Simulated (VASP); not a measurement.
Level of theory: TPSS meta-GGA, VASP's PBE PAW potentials (set 64) (plane waves; VASP).

The input files of a VASP run:

**KPOINTS**
```
kpoints
0
Gamma
 15 15 8
```

INCAR:
```
# general
SYSTEM  = Re
PREC    = Accurate
ENCUT   = 520
LREAL   = .FALSE.
LASPH   = .TRUE.

# electronic loop
EDIFF   = 1E-7
NELM    = 100
ALGO    = Normal
LMAXMIX = 6
LMIXTAU = .TRUE.

# smearing
ISMEAR  = 1
SIGMA   = 0.1

# functional
METAGGA = TPSS

# ions
IBRION  = 2
NSW     = 30
ISIF    = 4
EDIFFG  = -0.01

# output
LWAVE   = .FALSE.
LCHARG  = .FALSE.
```

File POSCAR:
```
Re
1.0
  1.3513124404  -2.3405416917   0.0000000000
  1.3513124404   2.3405416917   0.0000000000
  0.0000000000   0.0000000000   4.3741144934
Re
2
Cart
  1.3513124404   0.7801821243   1.0935286233
  1.3513124404  -0.7801821243   3.2805858700
```

POTCAR, in this order: Re (PBE.64 set). Program: vasp_std.

Question: What will the output report for the number of irreducible k-points (NKPTS), largest plane-wave count, number of space-group operations, FFT grid (NGX, NGY, NGZ)?

Answer: 
- number of irreducible k-points (NKPTS): 135
- largest plane-wave count: 766
- number of space-group operations: 24
- FFT grid (NGX, NGY, NGZ): 20 × 20 × 36

The compound is Re in the hcp structure. This cell is one point of a volume scan, at 0.94 of the reference volume. Symmetry was kept, so distortions that lower it aren't found.
